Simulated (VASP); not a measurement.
OSZICAR of a VASP run on Ga₄AsP₃ (ordered alloy cell):

### OSZICAR
```
       N       E                     dE             d eps       ncg     rms          rms(c)
DAV:   1     0.554263227816E+03    0.55426E+03   -0.29093E+04  2010   0.211E+03
DAV:   2     0.494279909091E+02   -0.50484E+03   -0.49223E+03  2020   0.524E+02
DAV:   3    -0.347847954753E+02   -0.84213E+02   -0.81000E+02  2242   0.162E+02
DAV:   4    -0.396788057418E+02   -0.48940E+01   -0.48663E+01  2390   0.400E+01
DAV:   5    -0.398200802573E+02   -0.14127E+00   -0.14108E+00  2549   0.668E+00    0.793E+00
DAV:   6    -0.389003981186E+02    0.91968E+00   -0.18022E+00  2758   0.168E+01    0.467E+00
DAV:   7    -0.387618100096E+02    0.13859E+00   -0.97330E-01  2348   0.515E+00    0.134E+00
DAV:   8    -0.387536719233E+02    0.81381E-02   -0.21179E-01  2508   0.653E+00    0.265E-01
DAV:   9    -0.387536782925E+02   -0.63692E-05   -0.22292E-02  2464   0.267E+00    0.130E-01
DAV:  10    -0.387539519408E+02   -0.27365E-03   -0.52158E-03  2504   0.102E+00    0.101E-01
DAV:  11    -0.387540748836E+02   -0.12294E-03   -0.12410E-03  2176   0.371E-01    0.651E-02
DAV:  12    -0.387541859095E+02   -0.11103E-03   -0.41412E-04  2469   0.609E-01    0.184E-02
DAV:  13    -0.387541773874E+02    0.85221E-05   -0.12351E-04  2656   0.243E-01    0.102E-02
DAV:  14    -0.387541808755E+02   -0.34882E-05   -0.37353E-05  2986   0.633E-02    0.768E-03
DAV:  15    -0.387541816092E+02   -0.73371E-06   -0.21820E-06  1528   0.565E-02
   1 F= -.38754182E+02 E0= -.38754182E+02  d E =-.387542E+02
       N       E                     dE             d eps       ncg     rms          rms(c)
DAV:   1    -0.387639726183E+02   -0.97917E-02   -0.18959E-01  2588   0.466E+00    0.612E-01
DAV:   2    -0.387568820345E+02    0.70906E-02   -0.30585E-02  2453   0.225E+00    0.286E-01
DAV:   3    -0.387546060954E+02    0.22759E-02   -0.44594E-03  2626   0.666E-01    0.714E-02
DAV:   4    -0.387544902057E+02    0.11589E-03   -0.14258E-03  2118   0.377E-01    0.346E-02
DAV:   5    -0.387544926361E+02   -0.24304E-05   -0.16328E-04  2400   0.194E-01    0.236E-02
DAV:   6    -0.387544909285E+02    0.17076E-05   -0.45144E-05  2573   0.148E-01    0.133E-02
DAV:   7    -0.387544913231E+02   -0.39466E-06   -0.19711E-05  2581   0.490E-02    0.383E-03
DAV:   8    -0.387544913423E+02   -0.19221E-07   -0.14792E-06  1233   0.180E-02
   2 F= -.38754491E+02 E0= -.38754491E+02  d E =-.309733E-03
       N       E                     dE             d eps       ncg     rms          rms(c)
DAV:   1    -0.387560645309E+02   -0.15732E-02   -0.29082E-02  2579   0.184E+00    0.238E-01
DAV:   2    -0.387549906672E+02    0.10739E-02   -0.46482E-03  2414   0.868E-01    0.112E-01
DAV:   3    -0.387546401594E+02    0.35051E-03   -0.69313E-04  2599   0.262E-01    0.273E-02
DAV:   4    -0.387546207447E+02    0.19415E-04   -0.21979E-04  2086   0.151E-01    0.134E-02
DAV:   5    -0.387546208769E+02   -0.13217E-06   -0.25716E-05  2384   0.707E-02    0.974E-03
DAV:   6    -0.387546202628E+02    0.61411E-06   -0.60908E-06  1766   0.624E-02
   3 F= -.38754620E+02 E0= -.38754620E+02  d E =-.438654E-03
       N       E                     dE             d eps       ncg     rms          rms(c)
DAV:   1    -0.387547630850E+02   -0.14221E-03   -0.30392E-03  2576   0.596E-01    0.773E-02
DAV:   2    -0.387546500369E+02    0.11305E-03   -0.48549E-04  2402   0.286E-01    0.364E-02
DAV:   3    -0.387546142313E+02    0.35806E-04   -0.74738E-05  2606   0.917E-02    0.877E-03
DAV:   4    -0.387546126188E+02    0.16126E-05   -0.21677E-05  2038   0.592E-02    0.418E-03
DAV:   5    -0.387546128206E+02   -0.20188E-06   -0.34228E-06  1512   0.290E-02
   4 F= -.38754613E+02 E0= -.38754613E+02  d E =-.431211E-03
       N       E                     dE             d eps       ncg     rms          rms(c)
DAV:   1    -0.387546619539E+02   -0.49335E-04   -0.81313E-04  2592   0.311E-01    0.397E-02
DAV:   2    -0.387546314891E+02    0.30465E-04   -0.13217E-04  2402   0.150E-01    0.187E-02
DAV:   3    -0.387546217165E+02    0.97726E-05   -0.20807E-05  2604   0.521E-02    0.469E-03
DAV:   4    -0.387546209347E+02    0.78184E-06   -0.57271E-06  1832   0.373E-02
   5 F= -.38754621E+02 E0= -.38754621E+02  d E =-.439325E-03
       N       E                     dE             d eps       ncg     rms          rms(c)
DAV:   1    -0.387546214956E+02    0.22091E-06   -0.34622E-05  2576   0.663E-02    0.798E-03
DAV:   2    -0.387546202070E+02    0.12886E-05   -0.52904E-06  1615   0.298E-02    0.383E-03
DAV:   3    -0.387546198602E+02    0.34682E-06   -0.10538E-06  1142   0.113E-02
   6 F= -.38754620E+02 E0= -.38754620E+02  d E =-.438251E-03
       N       E                     dE             d eps       ncg     rms          rms(c)
DAV:   1    -0.387550858614E+02   -0.46565E-03   -0.23474E-02  2356   0.956E-01    0.129E-01
DAV:   2    -0.387548473018E+02    0.23856E-03   -0.17233E-03  2450   0.475E-01    0.669E-02
DAV:   3    -0.387547260422E+02    0.12126E-03   -0.35921E-04  2975   0.161E-01    0.208E-02
DAV:   4    -0.387547226964E+02    0.33458E-05   -0.72096E-05  2033   0.110E-01    0.664E-03
DAV:   5    -0.387547230621E+02   -0.36568E-06   -0.14988E-05  2263   0.654E-02    0.420E-03
DAV:   6    -0.387547229312E+02    0.13089E-06   -0.35643E-06  1533   0.446E-02
   7 F= -.38754723E+02 E0= -.38754723E+02  d E =-.103071E-03
       N       E                     dE             d eps       ncg     rms          rms(c)
DAV:   1    -0.387547274614E+02   -0.43993E-05   -0.18832E-04  2335   0.877E-02    0.117E-02
DAV:   2    -0.387547256371E+02    0.18243E-05   -0.15660E-05  2221   0.452E-02    0.603E-03
DAV:   3    -0.387547246037E+02    0.10333E-05   -0.29268E-06  1590   0.236E-02    0.198E-03
DAV:   4    -0.387547245629E+02    0.40834E-07   -0.10333E-06  1108   0.199E-02
   8 F= -.38754725E+02 E0= -.38754725E+02  d E =-.104703E-03
       N       E                     dE             d eps       ncg     rms          rms(c)
DAV:   1    -0.387548013778E+02   -0.76774E-04   -0.75303E-03  2317   0.540E-01    0.568E-02
DAV:   2    -0.387547843252E+02    0.17053E-04   -0.56515E-04  2344   0.243E-01    0.257E-02
DAV:   3    -0.387547687920E+02    0.15533E-04   -0.71434E-05  2992   0.601E-02    0.105E-02
DAV:   4    -0.387547662196E+02    0.25723E-05   -0.10454E-05  2435   0.328E-02    0.261E-03
DAV:   5    -0.387547661412E+02    0.78391E-07   -0.20221E-06  1331   0.234E-02
   9 F= -.38754766E+02 E0= -.38754766E+02  d E =-.415783E-04
```

**Question.** Which electronic solver shows in the log?

**Answer.** It is blocked Davidson (ALGO = Normal, or the opening steps of other solvers). The INCAR had ALGO = Normal.

**Question.** Can the final energy be trusted as converged?

**Answer.** Self-consistency was reached. It stopped with EDIFF = 1E-6, NELM = 100, NSW = 60 and EDIFFG = -0.02 after 9 ionic steps (PBEsol GGA, plane waves, VASP's PBE PAW potentials (set 64)).

The structure was generated: Ga4AsP3 was put into an ordered model structure (R3m), which need not be its known phase. This run relaxes it. Symmetry was kept, so distortions that lower it aren't found. The start is the result of an earlier pass.
